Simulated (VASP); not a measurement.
Input for VASP

**INCAR**
```
SYSTEM = HfB
PREC = Accurate
ENCUT = 520
EDIFF = 1E-6
NELM = 3
ALGO = Normal
LREAL = .FALSE.
LASPH = .TRUE.
ISMEAR = 1
SIGMA = 0.1
GGA = PE
LMAXMIX = 6
LWAVE = .FALSE.
LCHARG = .FALSE.
ISIF = 2
```

**KPOINTS**
```
Automatic mesh
0
Gamma
9 9 9
0 0 0
```

### POSCAR
```
HfB
1
    3.1695210000     0.0000000000     0.0000000000
    0.0000000000     3.1695210000     0.0000000000
    0.0000000000     0.0000000000     3.1695210000
Hf B
1 1
Direct
  0.0000000000   0.0000000000   0.0000000000
  0.5000000000   0.5000000000   0.5000000000
```

POTCAR, in this order: Hf_pv B (PBE.64 set). Program: vasp_std.

The resulting files:

### standard output
```
 POSCAR found type information on POSCAR HfB
 POSCAR found :  2 types and       2 ions
 Reading from existing POTCAR
 Reading from existing POTCAR
 LDA part: xc-table for (Slater+PW92), standard interpolation
 POSCAR, INCAR and KPOINTS ok, starting setup
 WAVECAR not read
 entering main loop
       N       E                     dE             d eps       ncg     rms          rms(c)
DAV:   1     0.145895643718E+02    0.14590E+02   -0.68024E+03   700   0.113E+03
DAV:   2    -0.166289829563E+02   -0.31219E+02   -0.29920E+02   936   0.181E+02
DAV:   3    -0.176512866776E+02   -0.10223E+01   -0.99879E+00   914   0.236E+01

 -----------------------------------------------------------------------------
|                                                                             |
|           W    W    AA    RRRRR   N    N  II  N    N   GGGG   !!!           |
|           W    W   A  A   R    R  NN   N  II  NN   N  G    G  !!!           |
|           W    W  A    A  R    R  N N  N  II  N N  N  G       !!!           |
|           W WW W  AAAAAA  RRRRR   N  N N  II  N  N N  G  GGG   !            |
|           WW  WW  A    A  R   R   N   NN  II  N   NN  G    G                |
|           W    W  A    A  R    R  N    N  II  N    N   GGGG   !!!           |
|                                                                             |
|     The electronic self-consistency was not achieved in the given           |
|     number of steps (NELM). The forces and other quantities evaluated       |
|     might not be reliable so examine the results carefully. If you find     |
|     spurious results, we suggest increasing NELM, if you were close to      |
|     convergence or switching to a different ALGO or adjusting the           |
|     density mixing parameters otherwise.                                    |
|                                                                             |
 -----------------------------------------------------------------------------

   1 F= -.17651287E+02 E0= -.17650917E+02  d E =-.110884E-02
```

**OUTCAR**
```
------------------------ aborting loop EDIFF was not reached (unconverged)  ----------------------------
  FORCE on cell =-STRESS in cart. coord.  units (eV):
  Direction    XX          YY          ZZ          XY          YZ          ZX
  --------------------------------------------------------------------------------------
  Total      -14.4625167    -14.4625167    -14.4625167     -0.0000000     -0.0000000      0.0000000
  in kB     -727.7354917   -727.7354917   -727.7354917     -0.0000000     -0.0000000      0.0000000
  external PRESSURE =    -727.7354917 kB  Pullay stress =       0.0000000 kB
  volume of cell :       31.84
      direct lattice vectors                 reciprocal lattice vectors
     3.169521000  0.000000000  0.000000000     0.315505087  0.000000000  0.000000000
     0.000000000  3.169521000  0.000000000     0.000000000  0.315505087  0.000000000
     0.000000000  0.000000000  3.169521000     0.000000000  0.000000000  0.315505087
 POSITION                                       TOTAL-FORCE (eV/Angst)
 -----------------------------------------------------------------------------------
      0.00000      0.00000      0.00000         0.000000      0.000000      0.000000
      1.58476      1.58476      1.58476         0.000000      0.000000      0.000000
 -----------------------------------------------------------------------------------
    total drift:                                0.000000      0.000000     -0.000000
  FREE ENERGIE OF THE ION-ELECTRON SYSTEM (eV)
  ---------------------------------------------------
  free  energy   TOTEN  =       -17.6512866776 eV

  energy  without entropy=      -17.6501778391  energy(sigma->0) =      -17.65091706
```
(Selected blocks of OUTCAR.)

Problem. Read the log: what went wrong, and how is it fixed?

Solution. The cause: NELM is too small, so the electronic loop ends before EDIFF is met. Convergence was not reached. Against the sound run, the energy per atom (σ→0) drops by 0.850 eV/atom; the pressure decreases by 52.55 GPa. To mend it, set NELM = 100.

The mended run (PBE GGA, plane waves, VASP's PBE PAW potentials (set 64)) converges, and its OSZICAR ends with
```
   1 F= -.15950162E+02 E0= -.15950670E+02  d E =0.152239E-02
```

The structure was generated: HfB was put into the CsCl type (Pm-3m), which need not be its known phase. The cell was not relaxed at this level. The electron count is odd and the run is not spin-polarised, which forces a metal.
